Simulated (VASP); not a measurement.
# AlB2Sb3: single point with r2SCAN

The system is AlB2Sb3.

```xyz
6
Lattice="-1.9581 5.9394 2.8311 1.9581 -5.9394 2.8311 1.9581 5.9394 -2.8311" Properties=species:S:1:pos:R:3 pbc="T T T"
Al    0.0000    5.9394    0.0112
B     0.0000    9.8403    0.0095
B     0.0000    2.0384    0.0095
Sb    0.0000    8.1254    1.5519
Sb    0.0000    3.7533    1.5519
Sb    0.0000    0.0000    1.1118
```

The cell was built by a generator and needn't be a form met in nature.

```json
{"Program": "VASP 6.6.1", "Task": "single point", "Functional": "r2SCAN", "Potentials or basis": "VASP PAW PBE potentials, release 64 (Al, B, Sb)", "Cutoff": "520 eV", "k mesh": "10 × 10 × 10", "Occupations": "gaussian, width 0.1 eV", "Spin": "no spin polarisation", "Further INCAR settings": "ALGO = Normal; EDIFF = 1e-06"}
```

| Property | Result |
| --- | --- |
| Pressure | -1.2 GPa |
| Largest force | 0.124 eV/Å |
| Band gap on the k mesh | 0.41 eV, indirect (least direct gap 0.74 eV) |

Forces on the atoms (eV/Å):
```
Al   0.000  0.000 -0.050
B    0.000 -0.006  0.021
B    0.000  0.006  0.021
Sb   0.000 -0.061 -0.058
Sb   0.000  0.061 -0.058
Sb   0.000  0.000  0.124
```

Stress tensor (GPa, compression positive):
```
-1.10  0.00  0.00
 0.00 -1.14  0.00
 0.00  0.00 -1.24
```

Levels at points of the mesh, in eV from the valence-band top:
```tsv
k point	band 10	band 11	band 12	band 13	band 14	band 15
(0.00, 0.00, 0.00)	-0.52	-0.50	0.00	1.05	1.09	2.15
(0.50, 0.00, 0.00)	-2.57	-1.74	-0.78	0.73	1.43	2.36
(0.00, 0.50, 0.00)	-3.45	-1.97	-1.79	0.92	2.69	2.93
(0.50, 0.50, 0.00)	-3.58	-2.84	-2.78	0.55	0.72	2.50
(0.50, 0.50, 0.50)	-2.40	-1.55	-0.28	0.46	0.79	1.86
```

Wall time 8 min on 4 MPI ranks on Intel(R) Xeon(R) 6975P-C (Granite Rapids) (shared host), peak memory 0.69 GiB a rank.

Caveat: the PAW data sets were made with another functional, which shifts forces and pressure a little; spin-orbit coupling is left out, which moves the levels of the heavy elements. r2SCAN opens gaps a little over a GGA but as a rule still falls short of measured ones.
